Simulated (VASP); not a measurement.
Consider the following.

```yaml
crystal:
  lattice:
    - [4.10076, 0.00000, 0.00000]
    - [-2.05038, 3.55137, 0.00000]
    - [0.00000, 0.00000, 4.61824]
  atoms:
    - { symbol: Ca, position: [0.33333, 0.66667, 0.99607] }
    - { symbol: Ga, position: [0.00000, 0.00000, 0.56216] }
    - { symbol: Ge, position: [0.66667, 0.33333, 0.42274] }
    - { symbol: H, position: [0.00000, 0.00000, 0.93784] }
```

These are PBEsol GGA, VASP's PBE PAW potentials (set 64) (plane waves; VASP) values and carry that method's errors. Settings: 400 eV cut-off, 14×14×11 Γ-centred mesh, Gaussian smearing of 0.010 eV, potentials Ca_sv Ga_d Ge_d H.

Give the direction-averaged independent-particle dielectric function (no local fields, no excitons; a broadening of 0.1 eV leaves a tail below the gap, and fine structure carries the noise of the k-mesh).

| ħω (eV) | ε₁ | ε₂ |
|---|---|---|
| 0.00 | 18.10 | 0.00 |
| 0.30 | 18.36 | 0.18 |
| 0.60 | 19.23 | 0.43 |
| 1.00 | 22.00 | 1.60 |
| 1.30 | 24.10 | 4.05 |
| 1.70 | 26.49 | 12.86 |
| 2.00 | 23.19 | 17.06 |
| 2.40 | 18.79 | 28.30 |
| 2.70 | 9.35 | 25.64 |
| 3.10 | -0.70 | 26.76 |
| 3.40 | -4.23 | 20.11 |
| 3.80 | -6.00 | 14.72 |
| 4.10 | -6.06 | 11.94 |
| 4.50 | -4.91 | 8.24 |
| 4.80 | -3.54 | 9.11 |
| 5.20 | -4.49 | 7.60 |
| 5.50 | -5.03 | 6.75 |
| 5.90 | -4.34 | 4.46 |
| 6.20 | -4.00 | 3.96 |
| 6.60 | -3.07 | 3.27 |
| 6.90 | -2.92 | 2.99 |
| 7.30 | -2.42 | 2.63 |
| 7.60 | -2.18 | 2.46 |
| 8.00 | -2.02 | 2.37 |
ε₂ peaks at 2.5 eV (height 29.0); ε₁(0) averages 18.10, so the electronic refractive index below the gap tends to √18.10 = 4.25.

The structure comes from a computed database's CaGaGeH entry (P3m1); how it stands against other phases isn't given here. It was relaxed first, which changed the volume by -6 %.
